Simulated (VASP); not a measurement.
Data:

```yaml
crystal:
  lattice:
    - [2.78258, 0.00000, 0.00000]
    - [0.00000, 2.78258, 0.00000]
    - [0.00000, 0.00000, 2.78258]
  atoms:
    - { symbol: Al, position: [0.50000, 0.50000, 0.50000] }
    - { symbol: Fe, position: [0.00000, 0.00000, 0.00000] }
```

Calculation: AM05 GGA, VASP's PBE PAW potentials (set 64) (plane waves; VASP 6.6.1). Settings: 520 eV cut-off, 13×13×13 Γ-centred mesh, first-order Methfessel-Paxton smearing of 0.10 eV, potentials Al Fe.

Task: What does the run give for the energy per atom (σ→0), pressure, band gap (on the k-mesh) with the smallest direct gap where there is one?

Result: 
| Item | Value |
|---|---|
| band gap (on the k-mesh) | none (metal, semimetal or under 0.01 eV) |
| energy per atom (σ→0) | -643.3 kJ/mol of atoms |
| pressure | 13.62 GPa |

Total energies compare only between runs with the same potentials, cut-off and functional.

The compound is FeAl in the CsCl type structure. This cell is one point of a volume scan, at 0.94 of the reference volume. The run is not spin-polarised, so no magnetic state was tried. The electron count is odd and the run is not spin-polarised, which forces a metal.
